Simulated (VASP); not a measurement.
# Lithium under strain, part 3 of 3

Aim: follow the pressure of Lithium through compression, expansion and shear. All runs use LDA. The start is a cell from a database of measured crystal structures.

VASP 6.6.1; LDA; plane waves and PAW (Li_sv).

Still holding for the runs below: This run has no spin polarisation. Its electron count is odd, so without a moment it is a metal by construction. The k-mesh is coarse for a metal.

So far, pressure (GPa): step 2 (reference run) -1.75; step 4 (bands, volume times 1.04) -2.04; step 5 (bands, volume times 1.08) -2.32; step 6 (bands, sheared, principal strains -2.2, +0.2, +2.0 %) -1.75; step 7 (bands, volume times 0.96) -1.33.

## (8) Bands, volume times 0.92

The cell is compressed evenly, with fractional positions held.

Contents of INCAR:

```
SYSTEM = Li
PREC = Accurate
ENCUT = 650
EDIFF = 1E-06
NELM = 100
ISMEAR = -1
SIGMA = 0.05
LREAL = .FALSE.
ALGO = Normal
GGA = CA
NBANDS = 12
LORBIT = 11
LWAVE = .FALSE.
LCHARG = .FALSE.
KPAR = 2
```

Contents of POSCAR:

```
Li
1.0
   -1.7065529839      1.7065529839      1.7065529839
    1.7065529839     -1.7065529839      1.7065529839
    1.7065529839      1.7065529839     -1.7065529839
Li
1
Direct
    0.0000000000      0.0000000000      0.0000000000
```

Contents of KPOINTS:

```
Automatic mesh
0
Gamma
11 11 11
0 0 0
```

Contents of KPOINTS_OPT:

```
Line mode
16
Line-mode
Reciprocal
  0.00000000   0.00000000   0.00000000 GAMMA
  0.50000000  -0.50000000   0.50000000 H

  0.50000000  -0.50000000   0.50000000 H
  0.00000000   0.00000000   0.50000000 N

  0.00000000   0.00000000   0.50000000 N
  0.00000000   0.00000000   0.00000000 GAMMA

  0.00000000   0.00000000   0.00000000 GAMMA
  0.25000000   0.25000000   0.25000000 P

  0.25000000   0.25000000   0.25000000 P
  0.50000000  -0.50000000   0.50000000 H

  0.25000000   0.25000000   0.25000000 P
  0.00000000   0.00000000   0.50000000 N
```

Potentials, in the order of the species: Li_sv (LDA family, release 64).

Run with:

```
> mpirun -np 2 vasp_std
```

The log of the run:

```text
[... set-up lines as in an earlier step ...]
 entering main loop
       N       E                     dE             d eps       ncg     rms          rms(c)
DAV:   1     0.286601604192E+01    0.28660E+01   -0.75020E+02  1352   0.197E+02
DAV:   2    -0.189557592244E+01   -0.47616E+01   -0.45365E+01  1708   0.454E+01
DAV:   3    -0.204674519346E+01   -0.15117E+00   -0.15096E+00  1752   0.624E+00
DAV:   4    -0.204905501914E+01   -0.23098E-02   -0.23098E-02  1540   0.695E-01
DAV:   5    -0.204909989327E+01   -0.44874E-04   -0.44874E-04  1720   0.731E-02    0.215E-01
DAV:   6    -0.204816965440E+01    0.93024E-03   -0.36326E-04  2064   0.535E-02    0.120E-01
DAV:   7    -0.204772428655E+01    0.44537E-03   -0.74629E-04  2160   0.784E-02    0.293E-02
DAV:   8    -0.204772704832E+01   -0.27618E-05   -0.11880E-05  1592   0.202E-02    0.796E-04
DAV:   9    -0.204772709533E+01   -0.47011E-07   -0.33182E-07  1300   0.351E-03
   1 F= -.20477271E+01 E0= -.20458090E+01  d E =-.383619E-02
 Start KPOINTS_OPT (optional k-point list driver)
k-point batch [1-56\96]
       N       E                     dE             ncg
DAV:   1    -0.479351798187E+04   -0.96964E+04     1344
DAV:   2    -0.501820013794E+04   -0.22468E+03     1808
DAV:   3    -0.502419305210E+04   -0.59929E+01     1728
DAV:   4    -0.502426687494E+04   -0.73823E-01     1544
DAV:   5    -0.502426833532E+04   -0.14604E-02     1720
DAV:   6    -0.502426836408E+04   -0.28756E-04     1524
DAV:   7    -0.502426836460E+04   -0.51672E-06     1380
k-point batch [57-96\96]
       N       E                     dE             ncg
DAV:   1    -0.310353690005E+04   -0.87877E+04      968
DAV:   2    -0.325072962616E+04   -0.14719E+03     1336
DAV:   3    -0.325282986839E+04   -0.21002E+01     1308
DAV:   4    -0.325284334150E+04   -0.13473E-01     1164
DAV:   5    -0.325284347475E+04   -0.13325E-03     1212
DAV:   6    -0.325284347669E+04   -0.19426E-05     1208
DAV:   7    -0.325284347672E+04   -0.30362E-07     1132
```

Wall time 6.8 s (2 MPI ranks of Intel Xeon 6975P-C (Granite Rapids), shared host); peak memory 0.25 GiB; 12 s of CPU time.

Parts of OUTCAR (step 8):

```text
   ENCUT  =  650.0 eV  47.77 Ry    6.91 a.u.   6.14  6.14  6.14*2*pi/ulx,y,z

   NELECT =       3.0000    total number of electrons

 E-fermi :   0.6770

 k-point     1 :       0.0000    0.0000    0.0000
  band No.  band energies     occupation
      1     -44.9377      2.00000
      2      -2.8683      2.00000
      3      15.1995      0.00000
      4      15.1995      0.00000
      5      15.1995      0.00000
      6      20.2603      0.00000
      7      20.2603      0.00000
    ...

  Total       -0.1032134     -0.1032134     -0.1032134     -0.0000000     -0.0000000     -0.0000000
  in kB       -8.3181650     -8.3181650     -8.3181650     -0.0000000     -0.0000000     -0.0000000
  external PRESSURE =      -8.3181650 kB  Pullay stress =       0.0000000 kB

  FREE ENERGIE OF THE ION-ELECTRON SYSTEM (eV)
  ---------------------------------------------------
  free  energy   TOTEN  =        -2.0477270953 eV

  energy  without entropy=       -2.0438909008  energy(sigma->0) =       -2.04580900

[... 6 parts as in an earlier step ...]

[... 11 further parts left out ...]
```

This step gave:

```yaml
free_energy_toten: -2.048 eV
energy_at_zero_smearing: -2.046 eV
fermi_energy: 0.677 eV
pressure: -0.8318 GPa
```

The electronic bands at the labelled points (eV, zero at the Fermi level; # counts the bands kept, so #1 is VASP's band 2):

```tsv
point	#1	#2	#3
Γ	-3.55	14.52	14.52
0.53 of the way	-0.81	8.14	8.14
H	5.48	5.48	5.48
0.47 of the way	1.98	3.98	6.81
N	0.21	3.34	10.31
0.47 of the way	-2.21	8.23	11.57
Γ	-3.55	14.52	14.52
0.47 of the way	-2.01	9.31	9.31
P	3.38	3.38	3.38
0.47 of the way	2.47	2.47	6.24
H	5.48	5.48	5.48
jump to P	3.38	3.38	3.38
0.53 of the way	0.90	3.36	7.61
N	0.21	3.34	10.31
```

The electronic bands as a text plot (rows in eV, shown from -3.5 to 3.4 only):

```
    3.2 |                   **                  *      *   ******
    2.9 |                                        *    *    *
    2.7 |         *                            *
    2.4 |               *                         ****
    2.1 |
    1.8 |        *                                          *
    1.5 |                *
    1.2 |                                                    *
    0.9 |                 *                   *
    0.6 |                  *                                  *
    0.3 |                   **               *                 **
    0.1 |       *
   -0.2 |                     *
   -0.5 |                      *
   -0.8 |      *
   -1.1 |                                   *
   -1.4 |     *                 *
   -1.7 |                                  *
   -2.0 |    *
   -2.2 |                        *
   -2.5 |                                 *
   -2.8 |   *                     *      *
   -3.1 |  *                       *
   -3.4 |**                         *****
         Γ           H       N        Γ         P        H|P    N
```

 The pressure is -0.83 GPa.

Of the bands kept, 1 crosses the Fermi level on this path.

## (9) Side by side

| cell | mesh | pressure (GPa) | gap (eV) |
| --- | --- | --- | --- |
| cell as listed | 11×11×11 | -1.75 | none |
| volume times 1.04 | 10×10×10 | -2.04 | none |
| volume times 1.08 | 10×10×10 | -2.32 | none |
| sheared, principal strains -2.2, +0.2, +2.0 % | 11×11×11 | -1.75 | none |
| volume times 0.96 | 11×11×11 | -1.33 | none |
| volume times 0.92 | 11×11×11 | -0.83 | none |

## (10) Outcome

| Property | Result |
| --- | --- |
| pressure, cell as listed | -1.75 GPa |
| pressure, volume times 1.04 | -2.04 GPa |
| pressure, volume times 1.08 | -2.32 GPa |
| pressure, sheared, principal strains -2.2, +0.2, +2.0 % | -1.75 GPa |
| pressure, volume times 0.96 | -1.33 GPa |
| pressure, volume times 0.92 | -0.832 GPa |
| bulk modulus at the listed volume, shape and positions held | 9.05 GPa |

**Reading.** The slope of pressure against ln V at the listed volume gives a bulk modulus of 9.05 GPa at fixed shape and positions (not that of equilibrium, since the cell bears -1.7 GPa there), blurred by the change of mesh. The k-sampling is coarse for a metal, so the Fermi level, pressures and the shape of the cell carry errors.

[Lines on the potential files, build, host, timing and source positions are cut from VASP's logs without a mark.]

[Logs are printed without paths, hosts, clocks, repeated set-up lines and the standing remarks that a program may print on its own settings, such as how far it seeks lower states.]

[Hosts, paths, dates, database ids (printed as entryN), source tags and the programs' standing remarks are cut or masked in the printed files.]

[A measured line is paired with the nearest computed mode of its activity, which favours agreement.]
